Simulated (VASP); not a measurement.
Level of theory: PBEsol GGA, VASP's PBE PAW potentials (set 64) (plane waves; VASP).

VASP input:

**INCAR**
```
! general
SYSTEM   =  PbSe
PREC     =  Accurate
ENCUT    =  500
LREAL    =  .False.
LASPH    =  .True.

! electronic loop
EDIFF    =  1E-6
NELM     =  100
ALGO     =  Normal
LMAXMIX  =  4

! smearing
ISMEAR   =  0
SIGMA    =  0.05

! functional
GGA      =  PS

! ions
IBRION   =  2
NSW      =  40
ISIF     =  3
EDIFFG   =  -0.02
PSTRESS  =  450

! output
LWAVE    =  .False.
LCHARG   =  .False.
```

File KPOINTS:
```
Regular mesh
0
Gamma
  8 8 8
0 0 0
```

### POSCAR
```
PbSe
1.0
  0.0000000000   2.7666571612   2.7666571612
  2.7666571612   0.0000000000   2.7666571612
  2.7666571612   2.7666571612   0.0000000000
Pb Se
1 1
Cartesian
  0.0000000000   0.0000000000   0.0000000000
  2.7666571612   2.7666571612   2.7666571612
```

POTCAR, in this order: Pb_d Se (PBE.64 set). Program: vasp_std.

**Question.** What will the output report for the number of irreducible k-points (NKPTS), largest plane-wave count, number of space-group operations, FFT grid (NGX, NGY, NGZ)?

**Answer.** 
- number of irreducible k-points (NKPTS): 29
- largest plane-wave count: 1090
- number of space-group operations: 48
- FFT grid (NGX, NGY, NGZ): 30 × 30 × 30

The structure was generated: PbSe was put into the rock salt type (Fm-3m), which need not be its known phase. This run relaxes it under an external pressure of 45 GPa. Symmetry was kept, so distortions that lower it aren't found.
